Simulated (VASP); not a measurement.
Crystal: FeSi.

```
Fe Si
1.0
     4.55070    0.00000    0.00000
     0.00000    4.55070    0.00000
     0.00000    0.00000    4.55070
Fe Si
4 4
Cartesian
  0.6213 0.6213 0.6213
  1.6541 3.9294 2.8966
  2.8966 1.6541 3.9294
  3.9294 2.8966 1.6541
  3.8335 3.8335 3.8335
  2.9925 0.7172 1.5582
  1.5582 2.9925 0.7172
  0.7172 1.5582 2.9925
```

Base run:

- Program: VASP 6.6.1
- Functional: r2SCAN
- Potentials or basis: VASP PAW PBE potentials, release 64 (Fe, Si)
- Cutoff: 520 eV
- k mesh: 6 × 6 × 6
- Occupations: fermi-dirac, width 0.05 eV
- Spin: collinear spin, ferromagnetic start
- Starting moments: [3.0, 3.0, 3.0, 3.0, 0.0, 0.0, 0.0, 0.0] μB

Its results: band gap on the k mesh none (metal or under the smearing width); pressure -14.0 GPa; net moment 4.60 μB per cell; site moments Fe +1.36; Si -0.09 μB; largest force 0.187 eV/Å.

Question: The run is repeated on the same cell with these changes: functional from r2SCAN to PBE; further incar settings from ALGO = Normal; EDIFF = 1e-06 to ALGO = Fast; EDIFF = 1e-06. What comes out?

Answer: Band gap on the k mesh none (metal or under the smearing width); pressure -10.3 GPa; net moment 3.73 μB per cell; site moments Fe +1.03; Si -0.05 μB; largest force 0.095 eV/Å.

Caveats: the PAW data sets were made with another functional, which shifts forces and pressure a little (some runs).

Not every run made on this cell is shown here.
